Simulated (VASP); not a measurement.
**GaN: stress against strain**

GaN (wurtzite, P6_3mc, 11.115 Å³/atom and stress up to 0.24 GPa in the relaxed cell, c along z) under a strain ε along c (axis z), the other axes held. LDA in VASP (plane waves, PAW), 600 eV, 12×12×6 Γ-centred mesh, Gaussian smearing 0.05 eV; ions are relaxed, or left where forces stay under 0.02 eV/Å, within the symmetry of each cell. Stress is positive for a compressed cell.

Here s stands for strain and y for stress zz.

| strain (%) | stress zz (GPa) |
|---|---|
| -3.00 | ? |
| -1.50 | 6.35 |
| -1.00 | 4.24 |
| -0.50 | 2.17 |
| 0.00 | 0.00 |
| 0.50 | -1.90 |
| 1.00 | -3.89 |
| 1.50 | -5.86 |

Problem. Using a straight line, estimate the missing y at s = -3.00 from the other rows, showing the fit.

Solution. Means: s 0, y 0.159. About the means, the sum of products is -28.480 and the sum of squares of s is 7.0000; the slope is their ratio. Least squares gives y = 0.159 - 4.0686·s. Residuals (row less fit): 0.088, 0.012, -0.023, -0.159, -0.025, 0.020, 0.084; standard error 0.091 (degrees of freedom: 5). The slope gives the elastic constant C33 = 407 ± 3 GPa (± standard error of the fit, which holds the terms cut off). At the withheld row, y = 0.159 - 4.0686 × (-3.0) = 12.365 GPa. The calculation gives 12.77 GPa, 0.405 GPa above the prediction (2.2 % of the range of y in the table). The row lies outside the fitted rows, so this is an extrapolation. From the scatter of the fitted rows alone, a prediction at this place has a standard error of 0.142 GPa, so the miss is 2.9 times that.

A polynomial of degree 2 through the 12 other runs of the series gives 12.83 there, so most of the miss is curvature that the fit leaves out. Rows are the converged runs of the series near zero and its far end; series whose fitted rows scatter by over a few per cent of the range, as at a crossing or softening among them, aren't shown in this form, nor equations of state whose B0' disagrees with the runs' pressures. Most that stay on the fit to the last digits aren't either.
